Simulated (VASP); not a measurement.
Data:

```yaml
crystal:
  lattice:
    - [4.20990, 0.00000, 0.00000]
    - [0.00000, 4.20990, 0.00000]
    - [0.00000, 0.00000, 4.20990]
  atoms:
    - { symbol: Cs, position: [0.00000, 0.00000, 0.00000] }
    - { symbol: Cl, position: [0.50000, 0.50000, 0.50000] }
```

Calculation: HSEsol screened hybrid, VASP's PBE PAW potentials (set 64) (plane waves; VASP). Run with 520 eV cut-off, 6×6×6 Γ-centred mesh, Gaussian smearing of 0.050 eV, potentials Cs_sv Cl.

Q: Give the stress tensor in GPa (positive for a compressed cell).

A: 
```
-1.45   0.00   0.00
 0.00  -1.45   0.00
 0.00   0.00  -1.45
```
The pressure is its mean diagonal, -1.45 GPa.

The compound is CsCl in the CsCl type structure. It was relaxed first, which changed the volume by +7 %. The cell's shape comes from a PBE relaxation.
